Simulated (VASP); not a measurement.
Computed with rev-vdW-DF2, VASP's PBE PAW potentials (set 64) (plane waves; VASP).

Input for VASP

**POSCAR**
```
Pt3Ti
1
    3.9279871822     0.0000000000     0.0000000000
    0.0000000000     3.9279871822     0.0000000000
    0.0000000000     0.0000000000     3.9279871822
Ti Pt
1 3
Direct
  0.0000000000   0.0000000000   0.0000000000
  0.0000000000   0.5000000000   0.5000000000
  0.5000000000   0.0000000000   0.5000000000
  0.5000000000   0.5000000000   0.0000000000
```

### KPOINTS
```
Automatic
0
gamma
 8 8 8
0 0 0
```

INCAR:
```
SYSTEM  =  Pt3Ti
PREC  =  Accurate; ENCUT  =  520; LREAL  =  .FALSE.
LASPH  =  .TRUE.
EDIFF  =  1E-7; NELM  =  100; ALGO  =  Normal
LMAXMIX  =  6
ISMEAR  =  1; SIGMA  =  0.1
GGA  =  MK; LUSE_VDW  =  .TRUE.; AGGAC  =  0.0
PARAM1  =  0.1234568; PARAM2  =  0.7114; ZAB_VDW  =  -1.8867
ISIF  =  2
LWAVE  =  .FALSE.; LCHARG  =  .FALSE.
```

POTCAR, in this order: Ti_sv Pt (PBE.64 set). Program: vasp_std.

Unless said otherwise, spin-orbit coupling is left out, though it shifts the bands of the heavy elements here.

**Question.** Predict the energy per atom (σ→0), band gap (on the k-mesh).

**Answer.** 
The energy per atom (σ→0) is -5.223 eV/atom and the band gap (on the k-mesh) is none (metal, semimetal or under 0.01 eV).

### OSZICAR
```
...
DAV:  11    -0.208953471402E+02   -0.10712E-02   -0.30522E-03  2157   0.436E-01    0.397E-01
DAV:  12    -0.208940062282E+02    0.13409E-02   -0.10989E-02  2555   0.604E-01    0.897E-02
DAV:  13    -0.208939794193E+02    0.26809E-04   -0.15586E-04  2056   0.873E-02    0.565E-02
DAV:  14    -0.208939850799E+02   -0.56606E-05   -0.37201E-05  2224   0.477E-02    0.571E-02
DAV:  15    -0.208939582329E+02    0.26847E-04   -0.13255E-04  2617   0.727E-02    0.100E-02
DAV:  16    -0.208939585436E+02   -0.31074E-06   -0.23207E-06  2124   0.100E-02    0.687E-03
DAV:  17    -0.208939584459E+02    0.97677E-07   -0.67220E-07  1802   0.628E-03
   1 F= -.20893958E+02 E0= -.20893866E+02  d E =-.278025E-03
```

The compound is Pt3Ti in the L1_2 structure. It was relaxed first.
